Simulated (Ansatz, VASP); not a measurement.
# CuO2: VASP beside Ansatz

Aim: how closely do two programs agree when they are given the same cell, functional and k mesh? Of the first pair: The structure shown is the start of the Ansatz relaxation below; VASP solves that cell, so the two are compared at the walk's first step.

Program: Ansatz 0.2.0. Level of theory: plane waves, with VASP 6.6.1 beside it; single point at PBE. Results are calculated unless marked as measured.

## Step 1: Set-up

The cell holds 6 atoms: 2 Cu and 4 O. Its edges and angles: a = 2.825 Å, b = 4.343 Å, c = 32.075 Å, α = 90.0°, β = 90.0°, γ = 90.0°. It derives from CuO2. As first built, before any earlier steps moved the atoms (in the runner's words): one layer cut from layered CuO2 (space group Cmcm). Vacuum lies along c. The height across the vacuum is the one that the program set for its solve, not the one typed.

## Step 2: Ansatz: relaxation, PBE

Ansatz runs on its default PAW (the set named soft_2) files.

The two programs are compared at the cell with which this relaxation starts, whose forces are those of its first step.

Contents of input.yaml:

```yaml
crystal:
  lattice:
    - [2.82523, 0.0, 0.0]
    - [0.0, 4.343424, 0.0]
    - [0.0, 0.0, 20.13762492]
  atoms:
    - { symbol: Cu, position: [0.0, 0.0, 0.54282269] }
    - { symbol: Cu, position: [0.5, 0.5, 0.45717731] }
    - { symbol: O, position: [0.0, 0.5, 0.5201675] }
    - { symbol: O, position: [0.0, 0.5, 0.39726631] }
    - { symbol: O, position: [0.5, 0.0, 0.4798325] }
    - { symbol: O, position: [0.5, 0.0, 0.60273369] }
  periodic: [true, true, false]
kpoints:
  mp_grid: { grid: [9, 6, 1] }
scf:
  occupations: { method: fermi_dirac, width: 0.05 }
hamiltonian:
  xc: pbe
  pseudopotentials: { kind: paw }
output:
  forces: true
  stress: true
relax:
  f_tol: 0.02
  max_steps: 50
  cell: {}
```

The run is started by

```sh
$ ansatz run input.yaml --threads 4 --pin off --max-ram 8192MiB --backend cpu --events-out ev --progress --plain --runs-dir out
```

Numbers of over 12 decimals in the logs are rounded to 6 here.

The log of the run:

```text
Warning: crystal.periodic: the lattice vector that does not repeat stood 0.000° off the slab's normal, 20.138 Å along it as the deck builds it. The run solves the slab on a vector along the normal, 32.075 Å long, with every atom where it was (on the deck's vector they left 16.00 Å outside them, and the widest stretch free of ions among them is 1.21 Å). A fractional position that the run reports is one of the run's ce [...]
crystal.periodic: the lattice vector that does not repeat stood 0.000° off the slab's normal, 20.138 Å along it as the deck builds it. The run solves the slab on a vector along the normal, 32.075 Å long, with every atom where it was (on the deck's vector they left 16.00 Å outside them, and the widest stretch free of ions among them is 1.21 Å). A fractional position that the run reports is one of the run's cell, which [...]
Engine: ansatz 0.2.0, aarch64-unknown-linux-gnu
Pseudopotentials: kind: paw
Pseudopotential: Cu, paw, valence charge 19, recommended cutoff 420 eV (normal), Cu.paw.azcp
Pseudopotential: O, paw, valence charge 6, recommended cutoff 420 eV (normal), O.paw.azcp
Functional definition: PBE
  parameter kappa = 0.804
  parameter beta = 0.066725
  exchange = pbe_x(kappa = kappa, mu = beta*pi^2/3)
  correlation = pbe_c(beta = beta)
Crystal: 6 atoms, lattice volume = 393.601 Å³
Basis set: ecut = 420 eV, 7705 PW (Γ), exchange–correlation on 40×60×432 points (8 copies of the dense FFT grid, shifted against one another)
Bands: 38, of which v1, the nominal top of the filled ones, is band 31 counted from 1 (30 counted from 0)
Symmetry: 8 space group operations
Space group: Pmmn (ITA 59), of the structure as read, at distance tolerance 7.3e-5 Å
k-points: 20 of 54
Non-local potential: Cu, projectors of the file, l = 0: 3, l = 1: 2, l = 2: 3, l = 3: 1
Non-local potential: O, projectors of the file, l = 0: 2, l = 1: 2, l = 2: 1
PAW form: soft (Blöchl's): semilocal exchange-correlation on the pseudo side does not see the compensation charge
PAW one-centre angular grid: Cu, 590 points (default); XC on 64 Gauss nodes
PAW one-centre angular grid: O, 110 points (default); XC on 64 Gauss nodes
Initial density: superposition of atomic densities (neutral atoms: chi_scale 0, normalization atom), corrected by the library's trained network
Initial wavefunctions: pseudopotential atomic-orbital guess
Functional: x = pbe(κ = 0.804, μ = 0.219515), c = pbe(β = 0.066725)
SCF iter   1: F=—  HF=-15510.151702 eV  |F-HF|=—  |Δ(HF+E_count)|=         —  Δρ=4.90e-3  dr2=1.32e-1  ethr=1.77e-3  ⟨swp⟩=12.2  Hψ=4591  notcnv=0
[...]
basis re-selected at this cell: Δ(F+E_penalty+E_count) = +5.967e-3 eV, ΔP = -0.104 N/m vs the last step (what re-selecting the basis moved, of the pressure what is left beyond the Pulay correction that the steps carried, after the strain that the cell walked since its last selection, with what the two solves' SCF thresholds leave and, on support functions, any second-order correction that the steps lacked; it is no m [...]
Crystal: 6 atoms, lattice volume = 385.175 Å³
Basis set: ecut = 420 eV, 7581 PW (Γ), exchange–correlation on 40×60×432 points (8 copies of the dense FFT grid, shifted against one another)
iter 1 solved again at ethr=7.03e-7 eV; its pass at ethr=3.10e-3 eV (dr2=4.36e-4 eV) is discarded
SCF iter   1: F=—  HF=-15510.190625 eV  |F-HF|=—  |Δ(HF+E_count)|=         —  Δρ=3.61e-4  dr2=4.20e-4  ethr=7.03e-7  ⟨swp⟩=3.6  Hψ=3882  notcnv=0
preconditioner: auto → LDOS  [metal: Δε(μ)=0.022 eV  Ē_g=11.679 eV  σ=0.050 eV  W_gap=0.11  n_scr=50 (ndim 8)  ℏωp=12.8 eV  f_vac=0.814  D(μ)=6.33/eV (n_scr^D=34)  β→1.0]
SCF iter   2: F=—  HF=-15510.190436 eV  |F-HF|=—  |Δ(HF+E_count)|=   1.89e-4  Δρ=2.09e-4  dr2=1.70e-4  ethr=6.78e-7  ⟨swp⟩=2.5  Hψ=841  notcnv=0
SCF iter   3: F=—  HF=-15510.190503 eV  |F-HF|=—  |Δ(HF+E_count)|=   6.64e-5  Δρ=1.30e-4  dr2=4.56e-5  ethr=2.74e-7  ⟨swp⟩=1.9  Hψ=844  notcnv=0
SCF iter   4: F=—  HF=-15510.190414 eV  |F-HF|=—  |Δ(HF+E_count)|=   8.91e-5  Δρ=5.58e-5  dr2=1.43e-5  ethr=7.35e-8  ⟨swp⟩=2.5  Hψ=1139  notcnv=0
SCF iter   5: F=—  HF=-15510.190434 eV  |F-HF|=—  |Δ(HF+E_count)|=   2.05e-5  Δρ=1.28e-5  dr2=3.15e-7  ethr=2.30e-8  ⟨swp⟩=2.0  Hψ=1060  notcnv=0
SCF iter   6: F=—  HF=-15510.190437 eV  |F-HF|=—  |Δ(HF+E_count)|=   3.22e-6  Δρ=5.90e-6  dr2=1.43e-7  ethr=5.08e-10  ⟨swp⟩=2.9  Hψ=1496  notcnv=0
SCF iter   7: F=-15510.190438 eV  HF=-15510.190438 eV  |F-HF|=3.76e-8  |Δ(HF+E_count)|=   1.26e-7  Δρ=1.14e-6  dr2=4.95e-9  ethr=3.03e-11  ⟨swp⟩=5.1  Hψ=3761  notcnv=0
SCF 7 converged in 7 iterations: F = -15510.190438 eV  dr2 = 4.95e-9
relax step   7: F+E_penalty+E_count = -15510.19043763 eV  Δ(F+E_penalty+E_count) = -5.528e-4 eV  max|allowed force component| = 5.885e-3 eV/Å  Δτ_max = 0.0009 Å  P = -0.060 N/m  Ω = 385.175 Å³  energy of the carried Pulay correction = +4.953e-4 eV  fix = [c, alpha, beta]  reactions: c +0.000 N/m  (7 SCF iters, dr2 threshold 1.88e-8 eV, accepted)
[...]
relax step   8: F+E_penalty+E_count = -15510.19067127 eV  Δ(F+E_penalty+E_count) = -2.336e-4 eV  max|allowed force component| = 2.457e-3 eV/Å  Δτ_max = 0.0007 Å  P = +0.002 N/m  Ω = 384.920 Å³  energy of the carried Pulay correction = +7.092e-4 eV  fix = [c, alpha, beta]  reactions: c +0.000 N/m  (8 SCF iters, dr2 threshold 1.15e-8 eV, accepted)
[...]
relax step   9: F+E_penalty+E_count = -15510.18989435 eV  Δ(F+E_penalty+E_count) = +7.769e-4 eV  max|allowed force component| = 2.466e-3 eV/Å  Δτ_max = 0.0000 Å  P = -0.005 N/m  Ω = 384.920 Å³  fix = [c, alpha, beta]  reactions: c +0.000 N/m  stress off target by 8.93e-3 N/m on what of the cell is left free  SCF on the basis re-selected at this cell (its energy is not comparable with the rows above)  (8 SCF iters)
basis re-selected at this cell: Δ(F+E_penalty+E_count) = +7.769e-4 eV, ΔP = -0.006 N/m vs the last step (what re-selecting the basis moved, of the pressure what is left beyond the Pulay correction that the steps carried, after the strain that the cell walked since its last selection, with what the two solves' SCF thresholds leave and, on support functions, any second-order correction that the steps lacked; it is no m [...]
SCF converged after 8 iterations
Free energy (F): -15510.189894 eV
Harris-Foulkes:  -15510.189894 eV  (|F-HF|=5.80e-10)
Internal energy: -15510.139515 eV  (E = F + TS)
E sigma→0 (E₀):  -15510.164705 eV
Entropy (-TS):   -0.050379 eV (-8.397 meV/atom)
Fermi energy:    -8.304361 eV
--- Per-component energies (eV) ---
  E_band       = -2082.925123
  E_kinetic    = 1277.243741
  E_local      = -204473.568868  (includes V_loc(G=0)·N_el)
  E_nonlocal   = 941.089428
  E_hartree    = 100877.650008
  E_xc         = -469.881199
  E_vxc        = -601.763753  (∫ρ·V_xc dr)
  E_paw        = -3921.941040  (= ΣΔE_a)
  E_vpaw       = -981.236127  (= ΣTr[D̂ρ^β])
  E_aug_tail   = 0.009634  (compensation charges beyond the density's cutoff)
  E_ewald      = 90259.258780
  E_smearing   = -0.050379  (= −TS)
  E_closure    = -0.000000  (closes the sum)
  Σ components = -15510.189894   (vs F -15510.189894, Δ=0.00e0)
--- Forces (eV/Å), atoms counted from 1 ---
  atom   1  Cu    -0.00000000     0.00000000     0.00246592
  atom   2  Cu    -0.00000000     0.00000000    -0.00246592
  atom   3  O     -0.00000000     0.00000000     0.00000171
  atom   4  O      0.00000000     0.00000000     0.00079089
  atom   5  O     -0.00000000     0.00000000    -0.00000171
  atom   6  O      0.00000000     0.00000000    -0.00079089
  max |Σ_I F_I| component: 1.71e-24 eV/Å
--- 2D stress c σ (N/m, compression-positive) ---
       -0.000683      -0.000000       0.000000
       -0.000000      -0.008931      -0.000000
        0.000000       0.000000       0.000000
  P = ½ c Tr σ = -0.0048 N/m
--- Relaxed structure (7 steps of the walk, 7 accepted, 2 SCFs on fresh bases) ---
  F+E_penalty+E_count = -15510.18989435 eV   max|allowed force component| = 2.466e-3 eV/Å   (the final SCF, on the basis selected at the relaxed cell)
  cell:  # Å, volume = 384.9203 Å³
    - [2.793035, 0.0, 0.0]
    - [0.0, 4.296595, 0.0]
    - [0.0, 0.0, 32.075250]
  atoms:
    - { symbol: Cu, position: [0, 0, 0.340675] }
    - { symbol: Cu, position: [0.5, 0.500000, 0.287149] }
    - { symbol: O, position: [0, 0.500000, 0.326748] }
    - { symbol: O, position: [0, 0.500000, 0.250538] }
    - { symbol: O, position: [0.5, 0, 0.301077] }
    - { symbol: O, position: [0.5, 0, 0.377286] }
```

## Step 3: VASP: single point, PBE, start cell, pair 1

The same cell, functional, mesh and smearing now go to VASP, with its own data sets.

Lines of VASP's logs that name or quote its potential files are left out, and so is its time.

Contents of INCAR:

```
SYSTEM = CuO2
PREC = Accurate
ENCUT = 520
EDIFF = 1E-06
NELM = 120
ISMEAR = -1
SIGMA = 0.05
LREAL = .FALSE.
ALGO = Normal
GGA = PE
NBANDS = 29
LASPH = .TRUE.
LORBIT = 11
LWAVE = .FALSE.
LCHARG = .FALSE.
ISIF = 2
LDIPOL = .TRUE.
IDIPOL = 3
DIPOL = 0.5 0.5 0.314
LVHAR = .TRUE.
GGA_COMPAT = .FALSE.
NELMDL = -8
KPAR = 2
```

Contents of POSCAR:

```
CuO2
1.0
    2.8252300000      0.0000000000      0.0000000000
    0.0000000000      4.3434240000      0.0000000000
    0.0000000000      0.0000000000     32.0752500000
Cu O
2 4
Direct
    0.0000000000      0.0000000000      0.3407973437
    0.5000000000      0.5000000000      0.2870270692
    0.0000000000      0.5000000000      0.3265738537
    0.0000000000      0.5000000000      0.2494134886
    0.5000000000      0.0000000000      0.3012505592
    0.5000000000      0.0000000000      0.3784109243
```

Contents of KPOINTS:

```
Automatic mesh
0
Gamma
9 6 1
0 0 0
```

The projector-augmented-wave data sets are Cu and O (PBE family, release 64).

The run is started by

```sh
$ mpirun -np 2 vasp_std
```

The log of the run:

```text
[banner, memory and clock lines left out]
running    2 mpi-ranks, on    1 nodes
 distrk:  each k-point on    1 cores,    2 groups
 distr:  one band on    1 cores,    1 groups

 POSCAR found type information on POSCAR CuO
 POSCAR found :  2 types and       6 ions
 LDA part: xc-table for (Slater+PW92), standard interpolation
 POSCAR, INCAR and KPOINTS ok, starting setup
 FFT: planning ... GRIDC
 FFT: planning ... GRID_SOFT
 FFT: planning ... GRID
 WAVECAR not read
 entering main loop
       N       E                     dE             d eps       ncg     rms          rms(c)
DAV:   1     0.496142779822E+03    0.49614E+03   -0.16842E+04  1168   0.128E+03
DAV:   2     0.902381869602E+02   -0.40590E+03   -0.36611E+03  1374   0.322E+02
DAV:   3    -0.345886264638E+02   -0.12483E+03   -0.12009E+03  1945   0.183E+02
DAV:   4    -0.458403459811E+02   -0.11252E+02   -0.10583E+02  1590   0.625E+01
DAV:   5    -0.462871471735E+02   -0.44680E+00   -0.44140E+00  1582   0.145E+01
DAV:   6    -0.463040156261E+02   -0.16868E-01   -0.16857E-01  1695   0.218E+00
DAV:   7    -0.463042812002E+02   -0.26557E-03   -0.26557E-03  1595   0.300E-01
DAV:   8    -0.463042903275E+02   -0.91272E-05   -0.91268E-05  1609   0.484E-02    0.347E+01
DAV:   9    -0.573306426637E+02   -0.11026E+02   -0.19864E+02  1858   0.340E+02    0.331E+01
DAV:  10    -0.329408047804E+02    0.24390E+02   -0.96535E+01  1632   0.194E+02    0.213E+01
DAV:  11    -0.277808801857E+02    0.51599E+01   -0.16655E+01  1849   0.368E+01    0.792E+00
DAV:  12    -0.274640632460E+02    0.31682E+00   -0.17290E+00  1780   0.171E+01    0.482E+00
DAV:  13    -0.272068340821E+02    0.25723E+00   -0.72251E-01  1968   0.224E+01    0.132E+00
DAV:  14    -0.272250213502E+02   -0.18187E-01   -0.24241E-01  1732   0.383E+00    0.906E-01
[...]
DAV:  23    -0.272199782434E+02   -0.40046E-04   -0.20203E-05  1840   0.824E-02    0.104E-02
DAV:  24    -0.272200060983E+02   -0.27855E-04   -0.35950E-06  1112   0.363E-02    0.322E-03
DAV:  25    -0.272200172246E+02   -0.11126E-04   -0.52777E-06  1256   0.178E-02    0.362E-03
DAV:  26    -0.272200211917E+02   -0.39671E-05   -0.81201E-07   863   0.902E-03    0.142E-03
DAV:  27    -0.272200309947E+02   -0.98030E-05   -0.10741E-06   898   0.729E-03    0.242E-03
DAV:  28    -0.272200326432E+02   -0.16486E-05   -0.25022E-07   855   0.629E-03    0.936E-04
DAV:  29    -0.272200340494E+02   -0.14061E-05   -0.50098E-07   845   0.488E-03    0.144E-03
DAV:  30    -0.272200344411E+02   -0.39171E-06   -0.95175E-08   850   0.506E-03
   1 F= -.27220034E+02 E0= -.27192811E+02  d E =-.544464E-01
```

Parts of OUTCAR (step 3):

```text
ion  position               nearest neighbor table
   1  0.000  0.000  0.341-   6 1.86   6 1.86   5 1.90   5 1.90   3 2.22   3 2.22
   2  0.500  0.500  0.287-   4 1.86   4 1.86   3 1.90   3 1.90   5 2.22   5 2.22
   3  0.000  0.500  0.327-   2 1.90   2 1.90   1 2.22   1 2.22
   4  0.000  0.500  0.249-   2 1.86   2 1.86
   5  0.500  0.000  0.301-   1 1.90   1 1.90   2 2.22   2 2.22
   6  0.500  0.000  0.378-   1 1.86   1 1.86

  LATTYP: Found a simple orthorhombic cell.
 ALAT       =     2.8252300000
 B/A-ratio  =     1.5373700548
 C/A-ratio  =    11.3531464695

 Subroutine GETGRP returns: Found  8 space group operations
 (whereof  4 operations were pure point group operations)

The static configuration has the point symmetry C_2v.
 The point group associated with its full space group is D_2h.

 Found     20 irreducible k-points:

   k-points           NKPTS =     20   k-points in BZ     NKDIM =     20   number of bands    NBANDS=     29

   dimension x,y,z NGX =    24 NGY =   32 NGZ =  240
   dimension x,y,z NGXF=    48 NGYF=   64 NGZF=  480

   ENCUT  =  520.0 eV  38.22 Ry    6.18 a.u.   5.25  8.08 59.64*2*pi/ulx,y,z

   NELECT =      46.0000    total number of electrons

 k-points in reciprocal lattice and weights: Automatic mesh
   0.00000000  0.00000000  0.00000000       0.019
   0.11111111  0.00000000  0.00000000       0.037
   0.22222222  0.00000000  0.00000000       0.037
   0.33333333  0.00000000  0.00000000       0.037
   0.44444444  0.00000000  0.00000000       0.037
   0.00000000  0.16666667  0.00000000       0.037
   0.11111111  0.16666667  0.00000000       0.074
   0.22222222  0.16666667  0.00000000       0.074
   0.33333333  0.16666667  0.00000000       0.074
[...]
0.33333333  0.50000000  0.00000000       0.037
   0.44444444  0.50000000  0.00000000       0.037

 dipolmoment           0.000000      0.000000      0.000001 electrons x Angstroem

 average (electrostatic) potential at core
       1 -78.7987       2 -78.7987       3 -81.9542       4 -81.2598       5 -81.9542
       6 -81.2598

 E-fermi :  -6.6585

 k-point     1 :       0.0000    0.0000    0.0000
  band No.  band energies     occupation
    ...
     20      -7.8087      2.00000
     21      -7.5880      2.00000
     22      -7.2039      1.99996
     23      -7.1692      1.99993
     24      -6.6774      1.18666
     25      -5.2324      0.00000
     26      -5.1192      0.00000
     27      -0.2592      0.00000
     28       0.9697      0.00000
     29       1.6193      0.00000

 k-point     2 :       0.1111    0.0000    0.0000
  band No.  band energies     occupation
    ...
     20      -7.8055      2.00000
     21      -7.5330      2.00000
     22      -7.1952      1.99996
     23      -7.0780      1.99955
     24      -6.7076      1.45529
     25      -5.4939      0.00000
     26      -5.4638      0.00000
     27       0.1565      0.00000
     28       1.2379      0.00000
     29       1.8536      0.00000

 k-point     3 :       0.2222    0.0000    0.0000
  band No.  band energies     occupation
    ...
     20      -8.1484      2.00000
     21      -7.6534      2.00000
     22      -7.3995      2.00000
     23      -6.8825      1.97761
     24      -6.7783      1.83317
     25      -5.9610      0.00000
     26      -5.8589      0.00000
     27       1.1754      0.00000
     28       1.9589      0.00000
     29       2.5317      0.00000

  Total       -2.0749924     -0.9773534     -1.8347131      0.0000000      0.0000000      0.0000000
  in kB       -8.4463878     -3.9783788     -7.4683156      0.0000000      0.0000000      0.0000000
  external PRESSURE =      -6.6310274 kB  Pullay stress =       0.0000000 kB

  energy-cutoff  :      520.00
  volume of cell :      393.60
      direct lattice vectors                 reciprocal lattice vectors
     2.825230000  0.000000000  0.000000000     0.353953483  0.000000000  0.000000000
     0.000000000  4.343424000  0.000000000     0.000000000  0.230233106  0.000000000
     0.000000000  0.000000000 32.075250000     0.000000000  0.000000000  0.031176686

 POSITION                                       TOTAL-FORCE (eV/Angst)
 -----------------------------------------------------------------------------------
      0.00000      0.00000     10.93116         0.000000      0.000000      0.406364
      1.41261      2.17171      9.20647         0.000000      0.000000     -0.406364
      0.00000      2.17171     10.47494         0.000000      0.000000     -0.075278
      0.00000      2.17171      8.00000         0.000000      0.000000      0.571221
      1.41261      0.00000      9.66269         0.000000      0.000000      0.075278
      1.41261      0.00000     12.13762         0.000000      0.000000     -0.571221
 -----------------------------------------------------------------------------------
    total drift:                                0.000000      0.000000     -0.000543

  FREE ENERGIE OF THE ION-ELECTRON SYSTEM (eV)
  ---------------------------------------------------
  free  energy   TOTEN  =       -27.2200344411 eV

  energy  without entropy=      -27.1655880482  energy(sigma->0) =      -27.19281124

 vacuum level on the upper side and lower side of the slab         1.725         1.725

 total charge
# of ion       s       p       d       tot
------------------------------------------
    1        0.431   0.557   8.929   9.917
    2        0.431   0.557   8.929   9.917
    3        1.597   3.280   0.000   4.877
    4        1.600   3.217   0.000   4.817
    5        1.597   3.280   0.000   4.877
    6        1.600   3.217   0.000   4.817
--------------------------------------------------
tot          7.257  14.107  17.858  39.223

[... 3 further parts left out ...]
```

This run has no spin polarisation, so a moment on Cu, if there is one, isn't seen.

## Step 4: Differences

Known differences besides the potentials themselves: Ansatz cuts the interaction across the vacuum, VASP repeats the sheet with a dipole correction; the data sets hold 62 valence electrons in Ansatz (on its default PAW (the set named soft_2) files) and 46 in VASP; the cutoff is 420 eV in Ansatz and 520 eV in VASP. Total energies have different zeros and are not compared.

Forces (eV/Å; atoms numbered as in POSCAR):

```tsv
atom	Ansatz x, y, z	VASP x, y, z
Cu1	0.000, 0.000, 0.445	0.000, 0.000, 0.406
Cu2	0.000, 0.000, -0.445	0.000, 0.000, -0.406
O3	0.000, 0.000, -0.162	0.000, 0.000, -0.075
O4	0.000, 0.000, 0.710	0.000, 0.000, 0.571
O5	0.000, 0.000, 0.162	0.000, 0.000, 0.075
O6	0.000, 0.000, -0.710	0.000, 0.000, -0.571
```

The forces differ by 56 meV/Å r.m.s., which is 23.8 % of the r.m.s. force of 0.235 eV/Å (both taken over all components). With vacuum in the cell, a pressure given here is an average over mostly empty space and none of the material.

## Step 5: What the set-up changes

Further runs change the set-up of one program: Ansatz's method, potentials or start, or VASP's data sets, cutoff or form of LDA. The table gives that difference for each run.

```tsv
run	r.m.s. force difference (meV/Å)
as above	56
VASP with the data sets Cu_sv_GW and O and a cutoff of 610 eV	14
```

(Part 1 of 2 ends here.)

[Lines on the potential files, build, host, timing and source positions are cut from VASP's logs without a mark.]

[Logs are printed without paths, hosts, clocks, repeated set-up lines and the standing remarks that a program may print on its own settings, such as how far it seeks lower states.]

[Hosts, paths, dates, database ids (printed as entryN), source tags and the programs' standing remarks are cut or masked in the printed files.]
